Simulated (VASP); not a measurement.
Shape and ions are relaxed at each volume.

```
CELL_PARAMETERS angstrom
      1.43236    -2.48091     0.00000
      1.43236     2.48091     0.00000
      0.00000     0.00000     4.52607
ATOMIC_POSITIONS crystal
  Ti 0.33333 0.66667 0.25000
  Ti 0.66667 0.33333 0.75000
```

These are LDA (Ceperley-Alder, Perdew-Zunger), VASP's LDA PAW potentials (set 64) (plane waves; VASP) values and carry that method's errors. Run with 520 eV cut-off, 15×15×8 Γ-centred mesh, first-order Methfessel-Paxton smearing of 0.10 eV, potentials Ti_sv.

**Question.** Give the energy at these volumes per atom, relative to the lowest: 15.11, 15.60, 16.08, 16.56, 17.04 Å³.

**Answer.** 25.1, 6.0, 0.0, 5.3, 20.6 meV/atom. A third-order Birch-Murnaghan fit gives B0 = 126 GPa and B0′ = 3.5.

Measured: bulk modulus 108 GPa at 0 K (computed value off by +16.0 %), as given by Vázquez-Parga, Fernández-Martínez, Viñes, J. Chem. Theory Comput. (2023), doi:10.1021/acs.jctc.3c00612, Supporting … [zero-point energy and finite temperature contributions removed].

The compound is Ti in the hcp structure. It was relaxed first, which changed the volume by -9 %.
